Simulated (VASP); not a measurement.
Data:

```
CELL_PARAMETERS angstrom
      3.16390     0.00000     0.00000
     -1.58195     2.74002     0.00000
      0.00000     0.00000     8.23372
ATOMIC_POSITIONS crystal
  Ta 0.33333 0.66667 0.03647
  Ta 0.66667 0.33333 0.53647
  S  0.33333 0.66667 0.33853
  S  0.66667 0.33333 0.83853
```

The numbers are results of PBE GGA, VASP's PBE PAW potentials (set 64) (plane waves; VASP), not measurements. Settings: 400 eV cut-off, Gaussian smearing of 0.050 eV, potentials Ta_pv S.

**Question.** Give the energies of bands 9 to 20 at the high-symmetry points, in eV from the Fermi level.

**Answer.** 
| band | Γ | M | K | A | L | H |
|---|---|---|---|---|---|---|
| 9 | -7.72 | -6.90 | -5.99 | -6.85 | -6.66 | -5.69 |
| 10 | -5.93 | -6.67 | -5.67 | -6.85 | -6.66 | -5.69 |
| 11 | -2.29 | -5.02 | -5.67 | -2.10 | -5.09 | -5.59 |
| 12 | -2.29 | -4.80 | -5.34 | -2.10 | -5.09 | -5.59 |
| 13 | -2.02 | -3.26 | -4.32 | -2.10 | -2.87 | -4.35 |
| 14 | -1.89 | -2.36 | -4.32 | -2.10 | -2.87 | -4.35 |
| 15 | -1.89 | -2.36 | -0.71 | -1.78 | -1.94 | -0.67 |
| 16 | -1.80 | -1.33 | -0.62 | -1.78 | -1.94 | -0.67 |
| 17 | 0.85 | -0.07 | -0.01 | 1.14 | 0.56 | -0.36 |
| 18 | 0.85 | 0.74 | -0.01 | 1.14 | 0.56 | -0.36 |
| 19 | 1.72 | 2.11 | 1.16 | 1.14 | 3.42 | 2.42 |
| 20 | 1.72 | 3.43 | 2.96 | 1.14 | 3.43 | 2.42 |

It has no gap at this level: it comes out as a metal or semimetal.

The structure was generated: TaS was put into the wurtzite type (P6_3mc), which need not be its known phase. It was relaxed first, which changed the volume by -44 %.
